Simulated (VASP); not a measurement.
Consider the following.

```
CELL_PARAMETERS angstrom
      6.59956     0.00000     0.00000
      0.00000     6.59956     0.00000
      0.00000     0.00000     3.57316
ATOMIC_POSITIONS crystal
  W  0.00000 0.00000 0.00000
  W  0.50000 0.50000 0.50000
  Te 0.28469 0.28469 0.00000
  Te 0.78469 0.21531 0.50000
  Te 0.21531 0.78469 0.50000
  Te 0.71531 0.71531 0.00000
```

Level of theory: PBEsol GGA, VASP's PBE PAW potentials (set 64) (plane waves; VASP). Run with 400 eV cut-off, Gaussian smearing of 0.050 eV, potentials W_sv Te.

Unless said otherwise, spin-orbit coupling is left out, though it shifts the bands of the heavy elements here.

Q: What does the run give for the band gap (along the path) with the smallest direct gap where there is one?

A: 
- band gap (along the path) = none (metal, semimetal or under 0.01 eV)

The absolute energy has meaning only against runs of the same code, potentials and settings.

The structure was generated: Te2W was put into the rutile type (P4_2/mnm), which need not be its known phase. It was relaxed first, which changed the volume by -30 %.
